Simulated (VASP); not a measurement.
Consider the following.

```
AlNi
1.0
    2.86096     0.00000     0.00000
    0.00000     2.86096     0.00000
    0.00000     0.00000     2.86096
Al Ni
1 1
Direct
  0.50000   0.50000   0.50000
  0.00000   0.00000   0.00000
```

All values below come from PBE GGA with D3 dispersion (zero damping), VASP's PBE PAW potentials (set 64) (plane waves; VASP). Run with 520 eV cut-off, 14×14×14 Γ-centred mesh, tetrahedra with Blöchl corrections, potentials Al Ni.

Problem. Estimate the energy per atom (σ→0), band gap (on the k-mesh) with the smallest direct gap where there is one.

Solution. 
```yaml
band gap (on the k-mesh): none (metal, semimetal or under 0.01 eV)
energy per atom (σ→0): -5596 meV/atom
```

Only differences to runs with the same potentials and settings are physical.

The compound is NiAl in the CsCl type structure. It was relaxed first. The run is not spin-polarised, so no magnetic state was tried. The electron count is odd and the run is not spin-polarised, which forces a metal.
